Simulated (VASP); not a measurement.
Runs of VASP 6.6.1 on Ti. The structure is hexagonal, space group P6_3/mmc (No. 194). Conventional cell: a = 2.950 Å, b = 2.950 Å, c = 4.680 Å, α = 90.00°, β = 90.00°, γ = 120.00°. Around Ti (site symmetry -6m2) lie 12 Ti at 2.89 to 2.95 Å. 

```tsv
level	potentials or basis	k mesh	cutoff (eV)	gap on the mesh (eV)	pressure (GPa)	relaxed volume (Å³/atom)
PBE+D3(BJ)	VASP PAW PBE potentials, release 64 (Ti_sv)	15 × 15 × 8	600	none	0.0	16.45
PBE	VASP PAW PBE potentials, release 64 (Ti_sv)	15 × 15 × 8	600	none	0.0	17.34
LDA	VASP PAW LDA potentials, release 64 (Ti_sv)	15 × 15 × 8	600	none	0.0	16.07
AM05	VASP PAW PBE potentials, release 64 (Ti_sv)	15 × 15 × 8	600	none	0.0	16.71
PBE	VASP PAW PBE potentials, release 64 (Ti)	8 × 8 × 4	300	none	0.0	(b)
r2SCAN	VASP PAW PBE potentials, release 64 (Ti_sv)	15 × 15 × 8	600	none	0.0	(a)
PBEsol	VASP PAW PBE potentials, release 64 (Ti_sv)	15 × 15 × 8	600	none	0.0	16.68
```

Alike in all rows: task relaxation of cell and atoms; no spin polarisation; cell relaxed; smearing methfessel-paxton 0.1 eV.

Estimate the missing entries.

(a) 17.37; (b) 17.08.

Caveats: the PAW data sets were made with another functional, which shifts forces and pressure a little (some runs); pairwise dispersion overbinds metals, which lowers pressure and volume (some runs).

A k mesh can miss the band edges.

A gap of «none» marks a metal or a gap under the smearing width.

Not every run made on this cell is shown here.
